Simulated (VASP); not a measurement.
# MnCuAs: the relaxed cell at several levels, part 5 of 7

Aim: relax MnCuAs with several functionals and dispersion schemes, and compare the cells. The start is a computed cell from the Materials Project.

VASP 6.6.1, plane waves and PAW; the level of theory is named at each step.

Still holding for the runs below: The magnetic order is the lowest of the few collinear ones that converged above; longer or canted patterns were not tried. The k-mesh is coarse for a metal.

So far. Step 7 (The orders side by side): The session goes on in the lowest magnetic state found: antiferromagnetic. The next one lies 15.9 meV an atom higher. Step 8 (Relaxation with LDA): It ends with a largest force of 0.009 eV/Å and a pressure of 0.07 GPa. The conventional cell has a = 3.494 and c = 6.281 Å. The largest moment is 2.56 μB.

## Step 9: Relaxation with PBEsol

This step: PBEsol, spin-polarised from an antiferromagnetic start; plane waves and PAW (Mn_pv, Cu, As) (VASP 6.6.1).

PBEsol restores the gradient expansion of exchange and is tuned for the cells of solids.

The input, INCAR:

```
SYSTEM = MnCuAs
PREC = Accurate
ENCUT = 520
EDIFF = 1E-06
NELM = 100
ISMEAR = -1
SIGMA = 0.05
LREAL = .FALSE.
ALGO = Normal
GGA = PS
NBANDS = 38
ISPIN = 2
MAGMOM = 3.21 -3.21 0 -0 0.01 -0.01
LASPH = .TRUE.
LMAXMIX = 4
LORBIT = 11
LWAVE = .FALSE.
LCHARG = .FALSE.
KPAR = 8
IBRION = 2
NSW = 60
ISIF = 3
EDIFFG = -0.01
```

The input, POSCAR:

```
MnCuAs
1.0
    3.6994910000      0.0000000000      0.0000000000
    0.0000000000      3.6994910000      0.0000000000
    0.0000000000      0.0000000000      6.4084220000
Mn Cu As
2 2 2
Direct
    0.0000000000      0.5000000000      0.1640200000
    0.5000000000      0.0000000000      0.8359800000
    0.0000000000      0.0000000000      0.5000000000
    0.5000000000      0.5000000000      0.5000000000
    0.0000000000      0.5000000000      0.7762460000
    0.5000000000      0.0000000000      0.2237540000
```

The input, KPOINTS:

```
Automatic mesh
0
Gamma
5 5 3
0 0 0
```

The projector-augmented-wave data sets are Mn_pv, Cu and As (PBE family, release 64).

Launch:

```console
> mpirun -np 8 vasp_std
```

Numbers of over 12 decimals in the logs are rounded to 6 here.

Output:

```text
[banner, memory and clock lines left out]
running    8 mpi-ranks, on    1 nodes
 distrk:  each k-point on    1 cores,    8 groups
 distr:  one band on    1 cores,    1 groups

 POSCAR found type information on POSCAR MnCuAs
 POSCAR found :  3 types and       6 ions
 [... a notice as in an earlier step ...]

 [... a notice as in an earlier step ...]

 LDA part: xc-table for (Slater+PW92), standard interpolation
 POSCAR, INCAR and KPOINTS ok, starting setup
 FFT: planning ... GRIDC
 FFT: planning ... GRID_SOFT
 FFT: planning ... GRID
 WAVECAR not read
 entering main loop
       N       E                     dE             d eps       ncg     rms          rms(c)
DAV:   1     0.558593309046E+03    0.55859E+03   -0.29404E+04  1984   0.205E+03
DAV:   2     0.106994602647E+02   -0.54789E+03   -0.53120E+03  1836   0.484E+02
DAV:   3    -0.402616926826E+02   -0.50961E+02   -0.47109E+02  2068   0.164E+02
DAV:   4    -0.429707026932E+02   -0.27090E+01   -0.26758E+01  2574   0.383E+01
DAV:   5    -0.430489508884E+02   -0.78248E-01   -0.78118E-01  2326   0.655E+00    0.194E+01
DAV:   6    -0.412323901516E+02    0.18166E+01   -0.66412E+01  2536   0.130E+02    0.158E+01
DAV:   7    -0.384563292608E+02    0.27761E+01   -0.14389E+01  2236   0.595E+01    0.565E+00
DAV:   8    -0.385108058780E+02   -0.54477E-01   -0.20241E+00  2928   0.256E+01    0.426E+00
DAV:   9    -0.384732389556E+02    0.37567E-01   -0.54055E-01  2872   0.133E+01    0.194E+00
DAV:  10    -0.384549590397E+02    0.18280E-01   -0.64260E-02  2724   0.462E+00    0.922E-01
DAV:  11    -0.384550671797E+02   -0.10814E-03   -0.29088E-02  2924   0.345E+00    0.201E-01
DAV:  12    -0.384555955648E+02   -0.52839E-03   -0.42464E-03  2426   0.357E-01    0.883E-02
DAV:  13    -0.384556195357E+02   -0.23971E-04   -0.14551E-04  2716   0.135E-01    0.492E-02
DAV:  14    -0.384556169840E+02    0.25517E-05   -0.41649E-05  3112   0.127E-01    0.158E-02
DAV:  15    -0.384556175131E+02   -0.52913E-06   -0.10020E-05  2636   0.345E-02    0.981E-03
DAV:  16    -0.384556172175E+02    0.29567E-06   -0.10760E-06  1140   0.249E-02
   1 F= -.38455617E+02 E0= -.38446652E+02  d E =-.384556E+02  mag=     0.0000
 curvature:   0.00 expect dE= 0.000E+00 dE for cont linesearch  0.000E+00
 trial: gam= 0.00000 g(F)=  0.178E-01 g(S)=  0.282E+00 ort = 0.000E+00 (trialstep = 0.100E+01)
 search vector abs. value=  0.300E+00
 bond charge predicted
       N       E                     dE             d eps       ncg     rms          rms(c)
DAV:   1    -0.460068629540E+02   -0.75512E+01   -0.11237E+02  2022   0.159E+02    0.252E+01
DAV:   2    -0.412299865838E+02    0.47769E+01   -0.68767E+01  2290   0.133E+02    0.160E+01
DAV:   3    -0.388469779171E+02    0.23830E+01   -0.14125E+01  1896   0.520E+01    0.684E+00
DAV:   4    -0.387105055709E+02    0.13647E+00   -0.24712E+00  3008   0.288E+01    0.344E+00
DAV:   5    -0.386092844571E+02    0.10122E+00   -0.53695E-01  2912   0.146E+01    0.159E+00
DAV:   6    -0.385946861505E+02    0.14598E-01   -0.11456E-01  2688   0.475E+00    0.841E-01
DAV:   7    -0.385905098028E+02    0.41763E-02   -0.19091E-02  2636   0.190E+00    0.426E-01
DAV:   8    -0.385890663406E+02    0.14435E-02   -0.33990E-03  2844   0.593E-01    0.863E-02
DAV:   9    -0.385891634575E+02   -0.97117E-04   -0.51491E-04  2200   0.171E-01    0.451E-02
DAV:  10    -0.385891693278E+02   -0.58703E-05   -0.55733E-05  2618   0.934E-02    0.212E-02
DAV:  11    -0.385891684708E+02    0.85707E-06   -0.10089E-05  2574   0.324E-02    0.106E-02
DAV:  12    -0.385891670802E+02    0.13906E-05   -0.15664E-06  1120   0.120E-02    0.550E-03
DAV:  13    -0.385891668028E+02    0.27733E-06   -0.64988E-07   984   0.142E-02
   2 F= -.38589167E+02 E0= -.38581419E+02  d E =-.133550E+00  mag=    -0.0000
[... from here on, the cycles between the ionic steps are left out ...]
   3 F= -.38592702E+02 E0= -.38584902E+02  d E =-.137084E+00  mag=     0.0000
   4 F= -.38614273E+02 E0= -.38606816E+02  d E =-.215718E-01  mag=    -0.0000
   5 F= -.38623186E+02 E0= -.38616154E+02  d E =-.304844E-01  mag=     0.0000
   6 F= -.38634956E+02 E0= -.38628224E+02  d E =-.117700E-01  mag=     0.0000
   7 F= -.38635052E+02 E0= -.38628354E+02  d E =-.118659E-01  mag=     0.0000
   8 F= -.38635054E+02 E0= -.38628365E+02  d E =-.118677E-01  mag=    -0.0000
   9 F= -.38635195E+02 E0= -.38628535E+02  d E =-.141507E-03  mag=     0.0000
  10 F= -.38635277E+02 E0= -.38628607E+02  d E =-.223803E-03  mag=     0.0000
  11 F= -.38635275E+02 E0= -.38628606E+02  d E =-.221414E-03  mag=     0.0000
  12 F= -.38635277E+02 E0= -.38628608E+02  d E =-.223731E-03  mag=    -0.0000
  13 F= -.38635278E+02 E0= -.38628608E+02  d E =-.224543E-03  mag=     0.0000
  14 F= -.38635278E+02 E0= -.38628607E+02  d E =-.224273E-03  mag=     0.0000
 curvature:  -0.06 expect dE=-0.570E-05 dE for cont linesearch -0.163E-06
 ZBRENT: accuracy reached
 trial: gam= 0.21795 g(F)=  0.269E-04 g(S)=  0.688E-04 ort =-0.425E-04 (trialstep = 0.113E+01)
 search vector abs. value=  0.108E-03
 bond charge predicted
       N       E                     dE             d eps       ncg     rms          rms(c)
DAV:   1    -0.386353625116E+02   -0.84361E-04   -0.11651E-02  2776   0.194E+00    0.141E-01
DAV:   2    -0.386354144220E+02   -0.51910E-04   -0.34480E-03  2252   0.651E-01    0.812E-02
DAV:   3    -0.386353731462E+02    0.41276E-04   -0.41683E-04  2404   0.272E-01    0.633E-02
DAV:   4    -0.386353485155E+02    0.24631E-04   -0.12243E-04  2612   0.267E-01    0.277E-02
DAV:   5    -0.386353379966E+02    0.10519E-04   -0.47134E-05  2804   0.157E-01    0.129E-02
DAV:   6    -0.386353380897E+02   -0.93112E-07   -0.78205E-06  2488   0.530E-02
  15 F= -.38635338E+02 E0= -.38628670E+02  d E =-.601272E-04  mag=    -0.0000
 trial-energy change:   -0.000060  1 .order   -0.000061   -0.000098   -0.000024
 step:   1.5091(harm=  1.5091)  dis= 0.00182  next Energy=   -38.635343 (dE=-0.652E-04)
 reached required accuracy - stopping structural energy minimisation
```

Run time: 1.8 min. Hardware: 8 MPI ranks of Intel Xeon 6975P-C (Granite Rapids), shared host; peak memory 2.4 GiB; 14 min of CPU time.

OUTCAR, selected parts (step 9):

```text
   NELECT =      58.0000    total number of electrons

 E-fermi :   8.7579

 spin component 1
 k-point     1 :       0.0000    0.0000    0.0000
  band No.  band energies     occupation
    ...
     26       6.5885      1.00000
     27       7.4936      1.00000
     28       7.9066      1.00000
     29       8.3342      0.99979
     30       8.3342      0.99979
     31       8.9355      0.02790
     32      10.1059      0.00000
     33      10.4915      0.00000
     34      10.4915      0.00000
     35      11.5195      0.00000
    ...

 k-point     2 :       0.2000    0.0000    0.0000
  band No.  band energies     occupation
    ...
     25       6.3435      1.00000
     26       6.8447      1.00000
     27       7.0050      1.00000
     28       7.9251      1.00000
     29       8.5486      0.98502
     30       8.7991      0.30488
     31       9.2506      0.00005
     32       9.4113      0.00000
     33      10.4943      0.00000
     34      11.0230      0.00000
    ...

  Total        0.0071969      0.0071969     -0.0276569      0.0000000     -0.0000000      0.0000000
  in kB        0.1418819      0.1418819     -0.5452321      0.0000000     -0.0000000      0.0000000
  external PRESSURE =      -0.0871561 kB  Pullay stress =       0.0000000 kB

 POSITION                                       TOTAL-FORCE (eV/Angst)
 -----------------------------------------------------------------------------------
      0.00000      1.79137      0.94381        -0.000000     -0.000000     -0.003502
      1.79137      3.58275      5.38758         0.000000      0.000000      0.003502
      0.00000      0.00000      3.16570        -0.000000      0.000000     -0.000000
      1.79137      1.79137      3.16570        -0.000000     -0.000000     -0.000000
      0.00000      1.79137      4.91088        -0.000000     -0.000000     -0.002209
      1.79137      0.00000      1.42051         0.000000      0.000000      0.002209
 -----------------------------------------------------------------------------------
    total drift:                                0.000000      0.000000      0.000000

  FREE ENERGIE OF THE ION-ELECTRON SYSTEM (eV)
  ---------------------------------------------------
  free  energy   TOTEN  =       -38.6353380897 eV

  energy  without entropy=      -38.6220024428  energy(sigma->0) =      -38.62867027

 magnetization (x)
# of ion       s       p       d       tot
------------------------------------------
    1        0.031   0.037   3.030   3.098
    2       -0.031  -0.037  -3.030  -3.098
    3        0.000   0.000   0.000   0.000
    4        0.000   0.000   0.000   0.000
    5       -0.009   0.024  -0.003   0.012
    6        0.009  -0.024   0.003  -0.012
--------------------------------------------------
tot         -0.000   0.000  -0.000  -0.000

[... 9 parts as in an earlier step ...]

[... 9 further parts left out ...]
```

The PAW data sets were made with PBE, which is usual practice but a small mismatch for other functionals.

Relaxation path:

```
step  energy less that of the first step (eV)  largest force (eV/Å)  pressure (GPa)  volume (Å³)
   1                                   0.0000                0.4273           -6.20        87.71
   2                                  -0.1336                0.4959            1.65        80.72
   3                                  -0.1371                0.4969            0.46        81.60
   4                                  -0.1587                0.2739            0.31        81.39
   5                                  -0.1676                0.2582            0.35        81.14
   6                                  -0.1793                0.0658           -0.21        81.40
   7                                  -0.1794                0.0488           -0.23        81.42
   8                                  -0.1794                0.0452           -0.26        81.43
   9                                  -0.1796                0.0116            0.20        81.12
  10                                  -0.1797                0.0142           -0.01        81.24
  11                                  -0.1797                0.0098            0.08        81.21
  12                                  -0.1797                0.0119            0.12        81.22
  13                                  -0.1797                0.0134            0.11        81.23
  14                                  -0.1797                0.0138            0.08        81.24
  15                                  -0.1797                0.0035           -0.01        81.27
```

```csv
"conventional cell, symmetrised",before,after,change
a (Å),3.699,3.583,-3.2 %
b (Å),3.699,3.583,-3.2 %
c (Å),6.408,6.331,-1.2 %
volume (Å³/atom),14.62,13.55,-7.3 %
```

The atoms that moved most (Å, as changes of fractional coordinates times the final cell):

| atom | dx | dy | dz | length |
| --- | --- | --- | --- | --- |
| Mn2 | 0.000 | 0.000 | 0.095 | 0.095 |
| Mn1 | 0.000 | 0.000 | -0.095 | 0.095 |

Final coordinates:

```cif
data_structure
_symmetry_space_group_name_H-M 'P 1'
_symmetry_Int_Tables_number 1
_cell_length_a 3.5827
_cell_length_b 3.5827
_cell_length_c 6.3314
_cell_angle_alpha 90.000
_cell_angle_beta 90.000
_cell_angle_gamma 90.000
_cell_volume 81.27
loop_
_atom_site_label
_atom_site_type_symbol
_atom_site_fract_x
_atom_site_fract_y
_atom_site_fract_z
_atom_site_occupancy
Mn1 Mn 0.00000 0.50000 0.14907 1
Mn2 Mn 0.50000 0.00000 0.85093 1
Cu3 Cu 0.00000 0.00000 0.50000 1
Cu4 Cu 0.50000 0.50000 0.50000 1
As5 As 0.00000 0.50000 0.77564 1
As6 As 0.50000 0.00000 0.22436 1
```

This step gave:

```
free energy (TOTEN)             : -38.64 eV
energy at zero smearing         : -38.63 eV
Fermi energy                    : 8.758 eV
pressure                        : -0.008716 GPa
SCF cycles over all ionic steps : 119
```

Spin moment in the PAW sphere by atom:

```
atom  spin moment in the PAW sphere (μB)
 Mn1                                3.10
 Mn2                               -3.10
 Cu3                                0.00
 Cu4                                0.00
 As5                                0.01
 As6                               -0.01
```

It ends at 13.55 Å³/atom, -7.3 % from the start, with -0.01 GPa left. The conventional cell has a = 3.583 and c = 6.331 Å. The largest moment is 3.10 μB.

## Step 10: Relaxation with PBE

This step: PBE, spin-polarised from an antiferromagnetic start; plane waves and PAW (Mn_pv, Cu, As) (VASP 6.6.1).

PBE, the usual starting point, adds the gradient of the density.

INCAR, as its differences from that of step 9:

```diff
@@ -9,3 +9,3 @@
 ALGO = Normal
-GGA = PS
+GGA = PE
 NBANDS = 38
```

POSCAR is that of step 9.

KPOINTS is that of step 9.

Launch:

```console
> mpirun -np 8 vasp_std
```

Output:

```text
[banner, memory and clock lines left out]
running    8 mpi-ranks, on    1 nodes
[...]
[... a notice as in an earlier step ...]

 LDA part: xc-table for (Slater+PW92), standard interpolation
 POSCAR, INCAR and KPOINTS ok, starting setup
[...]
entering main loop
       N       E                     dE             d eps       ncg     rms          rms(c)
DAV:   1     0.561519425902E+03    0.56152E+03   -0.29480E+04  1984   0.206E+03
DAV:   2     0.145090883910E+02   -0.54701E+03   -0.53032E+03  1836   0.485E+02
DAV:   3    -0.364150618405E+02   -0.50924E+02   -0.47146E+02  2082   0.164E+02
DAV:   4    -0.390620828316E+02   -0.26470E+01   -0.26180E+01  2564   0.379E+01
[...]
DAV:  14    -0.352259958453E+02    0.37287E-05   -0.48914E-05  3116   0.139E-01    0.206E-02
DAV:  15    -0.352259975840E+02   -0.17387E-05   -0.11234E-05  2124   0.324E-02    0.107E-02
DAV:  16    -0.352259974681E+02    0.11588E-06   -0.17105E-06  1128   0.300E-02
   1 F= -.35225997E+02 E0= -.35216952E+02  d E =-.352260E+02  mag=     0.0000
[... from here on, the cycles between the ionic steps are left out ...]
   2 F= -.35243307E+02 E0= -.35234942E+02  d E =-.173097E-01  mag=     0.0000
   3 F= -.35249785E+02 E0= -.35242235E+02  d E =-.237875E-01  mag=     0.0000
   4 F= -.35259974E+02 E0= -.35252547E+02  d E =-.101892E-01  mag=     0.0000
   5 F= -.35263665E+02 E0= -.35256364E+02  d E =-.138805E-01  mag=    -0.0000
   6 F= -.35264097E+02 E0= -.35256587E+02  d E =-.431122E-03  mag=     0.0000
   7 F= -.35264213E+02 E0= -.35256769E+02  d E =-.548036E-03  mag=    -0.0000
   8 F= -.35264283E+02 E0= -.35256830E+02  d E =-.694791E-04  mag=     0.0000
 trial-energy change:   -0.000069  1 .order   -0.000057   -0.000090   -0.000024
 step:   1.6005(harm=  1.8851)  dis= 0.00126  next Energy=   -35.264285 (dE=-0.713E-04)
 reached required accuracy - stopping structural energy minimisation
```

Elapsed: 64 s, on 8 MPI ranks; peak memory 2.4 GiB.

Parts of OUTCAR (step 10):

```text
  Total        0.0044307      0.0044307      0.0310687      0.0000000      0.0000000      0.0000000
  in kB        0.0815827      0.0815827      0.5720746      0.0000000      0.0000000      0.0000000
  external PRESSURE =       0.2450800 kB  Pullay stress =       0.0000000 kB

 POSITION                                       TOTAL-FORCE (eV/Angst)
 -----------------------------------------------------------------------------------
      0.00000      1.84062      0.96776        -0.000000     -0.000000     -0.001778
      1.84062      0.00000      5.45306         0.000000      0.000000      0.001778
      0.00000      3.68125      3.21041         0.000000     -0.000000      0.000000
      1.84062      1.84062      3.21041         0.000000      0.000000      0.000000
      0.00000      1.84062      4.96620         0.000000      0.000000      0.008571
      1.84062      0.00000      1.45462        -0.000000     -0.000000     -0.008571
 -----------------------------------------------------------------------------------
    total drift:                                0.000000      0.000000     -0.000000

  FREE ENERGIE OF THE ION-ELECTRON SYSTEM (eV)
  ---------------------------------------------------
  free  energy   TOTEN  =       -35.2642829753 eV

  energy  without entropy=      -35.2493776197  energy(sigma->0) =      -35.25683030

 magnetization (x)
# of ion       s       p       d       tot
------------------------------------------
    1        0.035   0.039   3.330   3.404
    2       -0.035  -0.039  -3.330  -3.404
    3        0.000   0.000   0.000   0.000
    4        0.000   0.000   0.000   0.000
    5       -0.010   0.023  -0.003   0.010
    6        0.010  -0.023   0.003  -0.010
--------------------------------------------------
tot          0.000   0.000   0.000   0.000

[... 2 parts as in an earlier step ...]

[... 2 further parts left out ...]
[key lines of the parts left out:]
E-fermi :   8.1962
```

Step by step:

| step | energy less that of the first step (eV) | largest force (eV/Å) | pressure (GPa) | volume (Å³) |
| --- | --- | --- | --- | --- |
| 1 | 0.0000 | 0.4488 | -0.20 | 87.71 |
| 2 | -0.0173 | 0.2917 | -0.18 | 87.47 |
| 3 | -0.0238 | 0.2132 | -0.05 | 87.22 |
| 4 | -0.0340 | 0.0995 | 0.09 | 86.99 |
| 5 | -0.0377 | 0.0254 | 0.29 | 86.74 |
| 6 | -0.0381 | 0.0112 | -0.17 | 87.22 |
| 7 | -0.0382 | 0.0152 | -0.06 | 87.08 |
| 8 | -0.0383 | 0.0086 | 0.02 | 87.01 |

```csv
"conventional cell, symmetrised",before,after,change
a (Å),3.699,3.681,-0.5 %
b (Å),3.699,3.681,-0.5 %
c (Å),6.408,6.421,+0.2 %
volume (Å³/atom),14.62,14.50,-0.8 %
```

The atoms that moved most (Å, as changes of fractional coordinates times the final cell):

```csv
atom,dx,dy,dz,length
Mn1,0.000,0.000,-0.085,0.085
Mn2,0.000,0.000,0.085,0.085
As6,0.000,0.000,0.018,0.018
As5,0.000,0.000,-0.018,0.018
```

Final coordinates:

```xyz
6
Lattice="3.6812 0.0000 0.0000 0.0000 3.6812 0.0000 0.0000 0.0000 6.4208" Properties=species:S:1:pos:R:3 pbc="T T T"
Mn    0.0000    1.8406    0.9678
Mn    1.8406    0.0000    5.4531
Cu    0.0000    0.0000    3.2104
Cu    1.8406    1.8406    3.2104
As    0.0000    1.8406    4.9662
As    1.8406    0.0000    1.4546
```

It ends at 14.50 Å³/atom, -0.8 % from the start, with 0.02 GPa left. The conventional cell has a = 3.681 and c = 6.421 Å. The largest moment is 3.40 μB.

[end of part 5 of 7]

[Lines on the potential files, build, host, timing and source positions are cut from VASP's logs without a mark.]

[Logs are printed without paths, hosts, clocks, repeated set-up lines and the standing remarks that a program may print on its own settings, such as how far it seeks lower states.]

[Hosts, paths, dates, database ids (printed as entryN), source tags and the programs' standing remarks are cut or masked in the printed files.]

[A measured line is paired with the nearest computed mode of its activity, which favours agreement.]
